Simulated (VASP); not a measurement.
```xyz
4
Lattice="1.3005 -2.2525 0.0000 1.3005 2.2525 0.0000 0.0000 0.0000 4.3044" Properties=species:S:1:pos:R:3 pbc="T T T"
B      1.3005    -0.7508     2.1522
B      1.3005     0.7508     0.0000
N      1.3005    -0.7508     3.7664
N      1.3005     0.7508     1.6141
```

Computed with PBE GGA, VASP's PBE PAW potentials (set 64) (plane waves; VASP). Settings: 520 eV cut-off, 9×9×5 Γ-centred mesh, Gaussian smearing of 0.050 eV, potentials B N.

Question: Give the stress tensor in GPa (positive for a compressed cell).

Answer: 
```
-18.05    0.00    0.00
  0.00  -18.05    0.00
  0.00    0.00  -18.82
```
The pressure is its mean diagonal, -18.31 GPa.

The compound is BN in the wurtzite structure, a metastable high-pressure form. The cell was not relaxed at this level.
